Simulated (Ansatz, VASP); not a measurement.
**As2Se in VASP and in Ansatz**

```
As Se
1.0
    -3.52942    3.52942    2.65357
     3.52942   -3.52942    2.65357
     3.52942    3.52942   -2.65357
As Se
4 2
Direct
  0.87500 0.12500 0.75000
  0.37500 0.12500 0.25000
  0.87500 0.62500 0.75000
  0.87500 0.12500 0.25000
  0.50000 0.50000 0.00000
  0.25000 0.75000 0.50000
```

Alike in both runs: task single point; functional PBEsol; k mesh 12 × 12 × 12; occupations gaussian, width 0.1 eV; no spin polarisation.

```csv
,VASP,Ansatz
version,VASP 6.6.1,Ansatz 0.2.0
potentials or method,"VASP PAW PBE potentials, release 64 (As, Se)","scalar-relativistic, plane waves, PAW"
plane-wave cutoff (eV),520,420
valence electrons in the cell,32,92
```

```csv
,VASP,Ansatz,Ansatz less VASP
gap on the k mesh at the Fermi level (eV),none,none,-
pressure (GPa),-3.2,-3.4,-0.16
largest component of the traceless stress (GPa),0.41,0.45,+0.043
```

A gap of «none» marks a metal or a gap that the smearing closes. The functional is the same, so the differences come from potentials, cutoffs and numerics. The two sets of potentials don't hold the same shells in valence.

Caveats: the PAW data sets were made with another functional, which shifts forces and pressure a little (VASP).
